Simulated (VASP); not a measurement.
A VASP calculation is set up with these files.

File KPOINTS:
```
Automatic mesh
0
G
8 8 2
```

INCAR:
```
SYSTEM = MoSe2
PREC = Accurate; ENCUT = 520; LREAL = .False.
LASPH = .True.
EDIFF = 1E-7; NELM = 100; ALGO = Normal
LMAXMIX = 4
ISMEAR = 0; SIGMA = 0.05
GGA = BO; LUSE_VDW = .True.; AGGAC = 0.0
PARAM1 = 0.1833333333; PARAM2 = 0.22
IBRION = 2; NSW = 30; ISIF = 4
EDIFFG = -0.01
LWAVE = .False.; LCHARG = .False.
```

File POSCAR:
```
MoSe2
1.0
  1.6499121882  -2.8577321716   0.0000000000
  1.6499121882   2.8577321716   0.0000000000
  0.0000000000   0.0000000000  13.0442372438
Mo Se
2 4
Cartesian
  1.6499121882   0.9525792957   3.2610593109
  1.6499121882  -0.9525792957   9.7831779329
  1.6499121882   0.9525792957  11.4438693046
  1.6499121882  -0.9525792957   4.9217506827
  1.6499121882  -0.9525792957   1.6003679392
  1.6499121882   0.9525792957   8.1224865611
```

POTCAR, in this order: Mo_sv Se (PBE.64 set). Program: vasp_std.

Problem. Translate this optB88-vdW calculation to Quantum ESPRESSO's pw.x.

Solution. One equivalent input (not run):
```
&CONTROL
  calculation = 'vc-relax'
  pseudo_dir = './pseudo'
  outdir = './out'
  tprnfor = .true.
  tstress = .true.
  nstep = 30
  forc_conv_thr = 0.00039
/
&SYSTEM
  ibrav = 0
  nat = 6
  ntyp = 2
  ecutwfc = 86
  occupations = 'smearing'
  smearing = 'gaussian'
  degauss = 0.003675
  input_dft = 'vdw-df-obk8'
/
&ELECTRONS
  conv_thr = 7.3e-09
  electron_maxstep = 100
/
&IONS
/
&CELL
  cell_dofree = 'shape'
/
ATOMIC_SPECIES
  Mo 95.950 Mo.upf
  Se 78.971 Se.upf
CELL_PARAMETERS angstrom
     1.6499122   -2.8577322    0.0000000
     1.6499122    2.8577322    0.0000000
     0.0000000    0.0000000   13.0442372
ATOMIC_POSITIONS crystal
  Mo   0.3333330  0.6666670  0.2500000
  Mo   0.6666670  0.3333330  0.7500000
  Se   0.3333330  0.6666670  0.8773123
  Se   0.6666670  0.3333330  0.3773123
  Se   0.6666670  0.3333330  0.1226877
  Se   0.3333330  0.6666670  0.6226877
K_POINTS automatic
  8 8 2 0 0 0
```
What does not carry over: the potentials are each code's own (VASP's PAW set, PseudoDojo norm-conserving files in pw.x), so ENCUT and ecutwfc are chosen apart and not converted; conv_thr bounds pw.x's estimated SCF error, while EDIFF bounds the energy change between steps; forc_conv_thr acts on force components and is met together with etot_conv_thr.

The compound is MoSe2 in the 2H layered structure. This cell is one point of a volume scan, at 0.97 of the reference volume. Symmetry was kept, so distortions that lower it aren't found.
